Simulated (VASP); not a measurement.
The system is Mo.

```
Mo
1.0
    -1.58381    1.58381    1.58381
     1.58381   -1.58381    1.58381
     1.58381    1.58381   -1.58381
Mo
1
Direct
  0.00000 0.00000 0.00000
```

```yaml
Program: VASP 6.6.1
Task: relaxation of cell and atoms
Functional: r2SCAN
Dispersion: rVV10
Potentials_or_basis: VASP PAW PBE potentials, release 64 (Mo_sv)
Cutoff: 600 eV
k_mesh: 18 × 18 × 18
Occupations: gaussian, width 0.1 eV
Spin: no spin polarisation
```

At the start: pressure -4.8 GPa; volume 15.89 Å³/atom.

**Question.** How do energy, volume and symmetry change on relaxing?

**Answer.** Over 4 steps the energy falls by 4.3 meV/atom and the volume is 15.61 Å³/atom (-1.8 %); space group Im-3m (No. 229, to 0.05 Å).

The path:
| step | energy change (eV) | largest force (eV/Å) | pressure (GPa) | volume (Å³) |
| --- | --- | --- | --- | --- |
| 1 | 0.0000 | 0.0000 | -4.80 | 15.89 |
| 2 | 0.0329 | 0.0000 | 15.92 | 14.82 |
| 3 | -0.0043 | 0.0000 | -0.09 | 15.61 |
| 4 | -0.0043 | 0.0000 | 0.01 | 15.61 |

Final structure:
```xyz
1
Lattice="-1.5743 1.5743 1.5743 1.5743 -1.5743 1.5743 1.5743 1.5743 -1.5743" Properties=species:S:1:pos:R:3 pbc="T T T"
Mo    0.0000    0.0000    0.0000
```

Caveat: the PAW data sets were made with another functional, which shifts forces and pressure a little.
